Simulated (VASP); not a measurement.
An input for Ansatz (written as the equivalent of a VASP run, and not itself run):

Ansatz 0.2 input:
```yaml
crystal:
  lattice:
    - [3.0098517, 0.0000000, 0.0000000]
    - [-1.5049259, 2.6066079, 0.0000000]
    - [0.0000000, 0.0000000, 7.3449728]
  atoms:
    - { symbol: Mg, position: [0.0000000, 0.0000000, 0.0000000] }
    - { symbol: Zn, position: [0.3333330, 0.6666670, 0.6685073] }
    - { symbol: Zn, position: [0.6666670, 0.3333330, 0.3314927] }
    - { symbol: O, position: [0.3333330, 0.6666670, 0.1610747] }
    - { symbol: O, position: [0.6666670, 0.3333330, 0.8389253] }
    - { symbol: O, position: [0.0000000, 0.0000000, 0.5000000] }
kpoints:
  mp_grid: { grid: [9, 9, 4] }
hamiltonian:
  xc: pbesol
  pseudopotentials: { kind: paw }
scf:
  occupations: { method: tetrahedron }
  max_iter: 100
output: { forces: true, stress: true, eigenvalues: true }
```

Problem. Write the VASP files for the same calculation (PBEsol).

Solution. Several could match; the one computed here: 
INCAR:
```
SYSTEM = MgZn2O3
PREC = Accurate; ENCUT = 520; LREAL = .FALSE.
LASPH = .TRUE.
EDIFF = 1E-7; NELM = 100; ALGO = Normal
LMAXMIX = 4
ISMEAR = -5
GGA = PS
ISIF = 2
LWAVE = .FALSE.; LCHARG = .TRUE.; LORBIT = 11
NEDOS = 601
LEFG = .TRUE.
```

### KPOINTS
```
Automatic mesh
0
G
9 9 4
0 0 0
```

### POSCAR
```
MgZn2O3
1
    3.0098517044     0.0000000000     0.0000000000
   -1.5049258522     2.6066078962     0.0000000000
    0.0000000000     0.0000000000     7.3449728101
Mg Zn O
1 2 3
Direct
  0.0000000000   0.0000000000   0.0000000000
  0.3333330000   0.6666670000   0.6685072563
  0.6666670000   0.3333330000   0.3314927437
  0.3333330000   0.6666670000   0.1610747335
  0.6666670000   0.3333330000   0.8389252665
  0.0000000000   0.0000000000   0.5000000000
```

POTCAR, in this order: Mg Zn O (PBE.64 set). Program: vasp_std.

What does not carry over: each code has its own PAW files, so the cut-off isn't converted (ENCUT is set for VASP's; basis.ecutwfc is left out, and Ansatz then takes the one that its files recommend); Ansatz stops its SCF on the density residual and VASP on the energy change (EDIFF); the field gradients of LEFG aren't asked of the other code.

The structure comes from a computed database's MgZn2O3 entry (P-3m1); how it stands against other phases isn't given here. It was relaxed first.
